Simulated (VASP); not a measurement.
Data:

```
CELL_PARAMETERS angstrom
      0.02885     4.41060     4.40510
      4.41060     0.02885     4.40510
      2.21973     2.21973     0.00000
ATOMIC_POSITIONS crystal
  V  0.00000 0.00000 0.00000
  N  0.24905 0.24905 0.50190
  N  0.24581 0.75419 0.50000
  N  0.75419 0.24581 0.50000
  N  0.75095 0.75095 0.49810
  Hf 0.00000 0.50000 0.00000
  Hf 0.50000 0.00000 0.00000
  Hf 0.50000 0.50000 0.00000
```

The numbers are results of PBEsol GGA, VASP's PBE PAW potentials (set 64) (plane waves; VASP 6.6.1), not measurements. Numerical set-up: 520 eV cut-off, Gaussian smearing of 0.050 eV, potentials V_sv N Hf_pv.

Unless said otherwise, spin-orbit coupling is left out, though it shifts the bands of the heavy elements here.

Q: What does the run give for the band gap (along the path) with the smallest direct gap where there is one?

A: 
```json
{
  "band gap (along the path)": "none (metal, semimetal or under 0.01 eV)"
}
```

Only differences to runs with the same potentials and settings are physical.

The structure was generated: Hf3VN4 was put into an ordered model structure (Cmmm), which need not be its known phase. It was relaxed first. The run is not spin-polarised, so no magnetic state was tried. The electron count is odd and the run is not spin-polarised, which forces a metal.
